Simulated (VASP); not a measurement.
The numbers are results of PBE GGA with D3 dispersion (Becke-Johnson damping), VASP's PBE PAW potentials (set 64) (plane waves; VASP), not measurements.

A VASP calculation is set up with these files.

### INCAR
```
# general
SYSTEM =CuI
PREC   =Accurate
ENCUT  =520
LREAL  =.FALSE.
LASPH  =.TRUE.
ICHARG =11

# electronic loop
EDIFF  =1E-7
NELM   =100
ALGO   =Normal
LMAXMIX=4

# smearing
ISMEAR =0
SIGMA  =0.05

# functional
GGA    =PE
IVDW   =12

# output
LWAVE  =.FALSE.
LCHARG =.FALSE.
LORBIT =11
```

POSCAR:
```
CuI
1
    0.0000000000     2.9871397329     2.9871397329
    2.9871397329     0.0000000000     2.9871397329
    2.9871397329     2.9871397329     0.0000000000
Cu I
1 1
Direct
  0.0000000000   0.0000000000   0.0000000000
  0.2500000000   0.2500000000   0.2500000000
```

### KPOINTS
```
k-points along high-symmetry lines
15
Line-mode
Reciprocal
  0.000000   0.000000   0.000000 ! GAMMA
 -0.500000  -0.500000   0.000000 ! X

 -0.500000  -0.500000   0.000000 ! X
 -0.375000  -0.375000   0.250000 ! U

 -0.375000  -0.000000   0.375000 ! K
  0.000000   0.000000   0.000000 ! GAMMA

  0.000000   0.000000   0.000000 ! GAMMA
 -0.000000  -0.000000   0.500000 ! L

 -0.000000  -0.000000   0.500000 ! L
 -0.500000  -0.250000   0.250000 ! W

 -0.500000  -0.250000   0.250000 ! W
 -0.500000  -0.500000   0.000000 ! X
```

POTCAR, in this order: Cu I (PBE.64 set). Program: vasp_std. Read from the step before: CHGCAR.

What VASP printed:

File OUTCAR:
```
 ion  position               nearest neighbor table
   1  0.000  0.000  0.000-   2 2.59   2 2.59   2 2.59   2 2.59
   2  0.250  0.250  0.250-   1 2.59   1 2.59   1 2.59   1 2.59
  LATTYP: Found a face centered cubic cell.
 ALAT       =     5.9742794658
 Subroutine PRICEL returns:
 Original cell was already a primitive cell.
 Subroutine GETGRP returns: Found 24 space group operations
The static configuration has the point symmetry T_d .
The dynamic configuration has the point symmetry T_d .
 Subroutine INISYM returns: Found 24 space group operations
   k-points           NKPTS =     90   k-points in BZ     NKDIM =     90   number of bands    NBANDS=     13
   number of dos      NEDOS =    301   number of ions     NIONS =      2
   total plane-waves  NPLWV =  32768
   dimension x,y,z NGX =    32 NGY =   32 NGZ =   32
   dimension x,y,z NGXF=    64 NGYF=   64 NGZF=   64
   ions per type =               1   1
   PREC   = accura    normal or accurate (medium, high low for compatibility)
   ISTART =      0    job   : 0-new  1-cont  2-samecut
   ICHARG =     11    charge: 1-file 2-atom 10-const
   ISPIN  =      1    spin polarized calculation?
   LNONCOLLINEAR =      F non collinear calculations
   LSORBIT =      F    spin-orbit coupling
   INIWAV =      1    electr: 0-lowe 1-rand  2-diag
   ENCUT  =  520.0 eV  38.22 Ry    6.18 a.u.   7.85  7.85  7.85*2*pi/ulx,y,z
   NELM   =    100;   NELMIN=  2; NELMDL= -5     # of ELM steps
   EDIFF  = 0.1E-06   stopping-criterion for ELM
   LREAL  =      F    real-space projection
   NLSPLINE    = F    spline interpolate recip. space projectors
   LMAXMIX     =    4 max onsite mixed and CHGCAR
   VOSKOWN=      0    Vosko Wilk Nusair interpolation
   EDIFFG = 0.1E-05   stopping-criterion for IOM
   NSW    =      0    number of steps for IOM
   NBLOCK =      1;   KBLOCK =      1    inner block; outer block
   IBRION =     -1    ionic relax: 0-MD 1-quasi-New 2-CG
   NFREE  =      0    steps in history (QN), initial steepest desc. (CG)
   ISIF   =      2    stress and relaxation
   ISYM   =      2    0-nonsym 1-usesym 2-fastsym
   TEIN   =    0.0    initial temperature
   TEBEG  =    0.0;   TEEND  =   0.0 temperature during run
   SMASS  =  -3.00    Nose mass-parameter (am)
   PSTRESS=    0.0 pullay stress
   NELECT =      18.0000    total number of electrons
   EFERMI =   0.00;   METHOD = LEGACY
   ISMEAR =     0;   SIGMA  =   0.05  broadening in eV -4-tet -1-fermi 0-gaus
   IALGO  =     38    algorithm
   LDIAG  =      T    sub-space diagonalisation (order eigenvalues)
   IMIX   =      4    mixing-type and parameters
     AMIX     =   0.40;   BMIX     =  1.00
     AMIX_MAG =   1.60;   BMIX_MAG =  1.00
     AMIN     =   0.10
   GGA     = PE    functional components
   VOSKOWN =     0    Vosko Wilk Nusair interpolation
   LHFCALC =     F    Hartree Fock is set to
   LHFONE  =     F    Hartree Fock one center treatment
   AEXX    =    0.0000 exact exchange contribution
   IVDW    =    12    specifies the selected vdW correction
   LEPSILON=     F    determine dielectric tensor
   LRPA    =     F    only Hartree local field effects (RPA)
  energy-cutoff  :      520.00
  volume of cell :       53.31
      direct lattice vectors                 reciprocal lattice vectors
     0.000000000  2.987139733  2.987139733    -0.167384202  0.167384202  0.167384202
     2.987139733  0.000000000  2.987139733     0.167384202 -0.167384202  0.167384202
     2.987139733  2.987139733  0.000000000     0.167384202  0.167384202 -0.167384202
 k-point     1 :   0.0000 0.0000 0.0000  plane waves:    1459
 k-point     2 :  -0.0357-0.0357 0.0000  plane waves:    1443
 k-point     3 :  -0.0714-0.0714 0.0000  plane waves:    1443
 k-point     4 :  -0.1071-0.1071 0.0000  plane waves:    1427
 k-point     5 :  -0.1429-0.1429 0.0000  plane waves:    1427
 k-point     6 :  -0.1786-0.1786 0.0000  plane waves:    1439
 k-point     7 :  -0.2143-0.2143 0.0000  plane waves:    1427
 k-point     8 :  -0.2500-0.2500 0.0000  plane waves:    1427
 k-point     9 :  -0.2857-0.2857 0.0000  plane waves:    1443
 k-point    10 :  -0.3214-0.3214 0.0000  plane waves:    1435
...
```

### OSZICAR
```
       N       E                     dE             d eps       ncg     rms          rms(c)
DAV:   1     0.108091587369E+03    0.10809E+03   -0.81611E+03  2348   0.149E+03
DAV:   2     0.386025214297E+01   -0.10423E+03   -0.98185E+02  2400   0.276E+02
DAV:   3    -0.444237614068E+01   -0.83026E+01   -0.81200E+01  3163   0.842E+01
DAV:   4    -0.470402627896E+01   -0.26165E+00   -0.26150E+00  3013   0.138E+01
DAV:   5    -0.471155553225E+01   -0.75293E-02   -0.75290E-02  3245   0.242E+00
DAV:   6    -0.471177210004E+01   -0.21657E-03   -0.21657E-03  3175   0.376E-01
DAV:   7    -0.471177491495E+01   -0.28149E-05   -0.28149E-05  3268   0.391E-02
DAV:   8    -0.471177495704E+01   -0.42097E-07   -0.42127E-07  3087   0.453E-03
   1 F= -.54310832E+01 E0= -.54310832E+01  d E =-.115465E-15
```

File OUTCAR:
```
 val. band max:        4.9186744058   @ k =   0.0000   0.0000   0.0000

 cond. band min:       6.1842145949   @ k =   0.0000   0.0000   0.0000



 k-point     1 :       0.0000    0.0000    0.0000
  band No.  band energies     occupation
      1      -9.3298      2.00000
      2       1.0754      2.00000
      3       1.0754      2.00000
      4       1.0754      2.00000
      5       2.8785      2.00000
      6       2.8785      2.00000
      7       4.9187      2.00000
      8       4.9187      2.00000
      9       4.9187      2.00000
     10       6.1842      0.00000
     11       9.7422      0.00000
     12       9.7422      0.00000
     13       9.7422      0.00000

 k-point     2 :      -0.0357   -0.0357    0.0000
  band No.  band energies     occupation
      1      -9.3208      2.00000
      2       1.0461      2.00000
      3       1.0742      2.00000
      4       1.0742      2.00000
      5       2.8755      2.00000
      6       2.8797      2.00000
      7       4.8306      2.00000
      8       4.8871      2.00000
      9       4.8871      2.00000
     10       6.3147      0.00000
     11       9.6697      0.00000
     12       9.7951      0.00000
     13       9.7951      0.00000

 k-point     3 :      -0.0714   -0.0714    0.0000
  band No.  band energies     occupation
      1      -9.2940      2.00000
      2       0.9603      2.00000
      3       1.0706      2.00000
      4       1.0706      2.00000
      5       2.8666      2.00000
      6       2.8831      2.00000
      7       4.6381      2.00000
      8       4.7970      2.00000
      9       4.7970      2.00000
     10       6.6292      0.00000
     11       9.4779      0.00000
     12       9.9490      0.00000
     13       9.9490      0.00000

 k-point     4 :      -0.1071   -0.1071    0.0000
  band No.  band energies     occupation
      1      -9.2504      2.00000
      2       0.8249      2.00000
      3       1.0649      2.00000
      4       1.0649      2.00000
...
```

The density is held fixed in this step, so its total energy and stress have no physical meaning. Unless said otherwise, spin-orbit coupling is left out, though it shifts the bands of the heavy elements here.

The compound is CuI in the zinc blende structure. It was relaxed first.
